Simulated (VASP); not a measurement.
Output of a VASP run:

File OSZICAR:
```
       N       E                     dE             d eps       ncg     rms          rms(c)
DAV:   1     0.662876224275E+03    0.66288E+03   -0.29356E+04  7200   0.202E+03
DAV:   2     0.152225037745E+02   -0.64765E+03   -0.60866E+03  7808   0.561E+02
DAV:   3    -0.640972071543E+02   -0.79320E+02   -0.76913E+02  8584   0.185E+02
DAV:   4    -0.663137607128E+02   -0.22166E+01   -0.21415E+01  8566   0.306E+01
DAV:   5    -0.663690899573E+02   -0.55329E-01   -0.55297E-01  8930   0.479E+00    0.407E+01
DAV:   6    -0.588322608599E+02    0.75368E+01   -0.16373E+02  8344   0.102E+02    0.404E+01
DAV:   7    -0.529809845294E+02    0.58513E+01   -0.11181E+02  8818   0.103E+02    0.185E+01
DAV:   8    -0.507653179599E+02    0.22157E+01   -0.75669E+00  8202   0.243E+01    0.711E+00
DAV:   9    -0.503470530136E+02    0.41826E+00   -0.20799E+00  9528   0.123E+01    0.238E+00
DAV:  10    -0.503666873574E+02   -0.19634E-01   -0.17174E-01  7956   0.361E+00    0.133E+00
DAV:  11    -0.503672298735E+02   -0.54252E-03   -0.32808E-02  9352   0.171E+00    0.571E-01
DAV:  12    -0.503666923450E+02    0.53753E-03   -0.38535E-03  9552   0.536E-01    0.275E-01
DAV:  13    -0.503663602413E+02    0.33210E-03   -0.15510E-03  8994   0.396E-01    0.101E-01
DAV:  14    -0.503663569365E+02    0.33048E-05   -0.19807E-04  9048   0.112E-01    0.567E-02
DAV:  15    -0.503663537121E+02    0.32244E-05   -0.43628E-05  8680   0.502E-02    0.300E-02
DAV:  16    -0.503663514428E+02    0.22693E-05   -0.19207E-05  9138   0.433E-02    0.704E-03
DAV:  17    -0.503663514270E+02    0.15828E-07   -0.14694E-06  5078   0.876E-03
   1 F= -.50366351E+02 E0= -.50366303E+02  d E =-.503664E+02  mag=     4.0000
```

OUTCAR:
```
------------------------ aborting loop because EDIFF is reached ----------------------------------------
  FORCE on cell =-STRESS in cart. coord.  units (eV):
  Direction    XX          YY          ZZ          XY          YZ          ZX
  --------------------------------------------------------------------------------------
  Total       -0.0046315     -0.0046315     -0.0140887     -0.0000000      0.0000000      0.0000000
  in kB       -0.1284467     -0.1284467     -0.3907233     -0.0000000      0.0000000      0.0000000
  external PRESSURE =      -0.2158722 kB  Pullay stress =       0.0000000 kB
  volume of cell :       57.77
      direct lattice vectors                 reciprocal lattice vectors
     4.445020290  0.000000000  0.000000000     0.224970852  0.000000000  0.000000000
     0.000000000  4.445020290  0.000000000     0.000000000  0.224970852  0.000000000
     0.000000000  0.000000000  2.923906999     0.000000000  0.000000000  0.342008142
 POSITION                                       TOTAL-FORCE (eV/Angst)
 -----------------------------------------------------------------------------------
      0.00000      0.00000      0.00000         0.000000      0.000000     -0.000000
      2.22251      2.22251      1.46195         0.000000      0.000000     -0.000000
      1.34958      1.34958      0.00000        -0.007806     -0.007806     -0.000000
      3.57209      0.87293      1.46195        -0.007806      0.007806      0.000000
      0.87293      3.57209      1.46195         0.007806     -0.007806     -0.000000
      3.09544      3.09544      0.00000         0.007806      0.007806      0.000000
 -----------------------------------------------------------------------------------
    total drift:                                0.000000      0.000000      0.000000
  FREE ENERGIE OF THE ION-ELECTRON SYSTEM (eV)
  ---------------------------------------------------
  free  energy   TOTEN  =       -50.3663514270 eV

  energy  without entropy=      -50.3662048268  energy(sigma->0) =      -50.36630256

 total charge

# of ion       s       p       d       tot
------------------------------------------
    1        0.362   6.453   4.013  10.828
    2        0.362   6.453   4.013  10.828
    3        1.568   3.460   0.000   5.027
    4        1.568   3.460   0.000   5.027
    5        1.568   3.460   0.000   5.027
    6        1.568   3.460   0.000   5.027
--------------------------------------------------
tot          6.995  26.745   8.026  41.766

 magnetization (x)

# of ion       s       p       d       tot
------------------------------------------
    1        0.024   0.032   2.052   2.108
    2        0.024   0.032   2.052   2.108
    3       -0.003  -0.076   0.000  -0.079
    4       -0.003  -0.076   0.000  -0.079
    5       -0.003  -0.076   0.000  -0.079
    6       -0.003  -0.076   0.000  -0.079
--------------------------------------------------
tot          0.038  -0.240   4.103   3.901

 reached required accuracy - stopping structural energy minimisation
```
(Selected blocks of OUTCAR.)

### POSCAR
```
CrO2
1
    4.4450202896    -0.0000000000     0.0000000000
    0.0000000000     4.4450202896     0.0000000000
    0.0000000000     0.0000000000     2.9239069993
Cr O
2 4
Direct
  0.0000000000   0.0000000000   0.0000000000
  0.5000000000   0.5000000000   0.5000000000
  0.3036153432   0.3036153432   0.0000000000
  0.8036153432   0.1963846568   0.5000000000
  0.1963846568   0.8036153432   0.5000000000
  0.6963846568   0.6963846568   0.0000000000
```

Write an INCAR and KPOINTS that could have produced this output.

Several could match; the one computed here: the input of the run itself, PBE GGA, plane waves, VASP's PBE PAW potentials (set 64).

**KPOINTS**
```
K-points
0
Gamma
7 7 10
```

**INCAR**
```
SYSTEM = CrO2
PREC = Accurate
ENCUT = 620
EDIFF = 1E-6
NELM = 100
ALGO = Normal
LREAL = .FALSE.
LASPH = .TRUE.
ISMEAR = 1
SIGMA = 0.1
GGA = PE
LMAXMIX = 4
ISPIN = 2
MAGMOM = 2.1 2.1 -0.1 -0.1 -0.1 -0.1
LORBIT = 10
LWAVE = .FALSE.
LCHARG = .FALSE.
IBRION = 2
ISIF = 3
NSW = 40
EDIFFG = -0.02
```

POTCAR, in this order: Cr_pv O (PBE.64 set). Program: vasp_std.

The compound is CrO2 in the rutile structure. It was relaxed first.
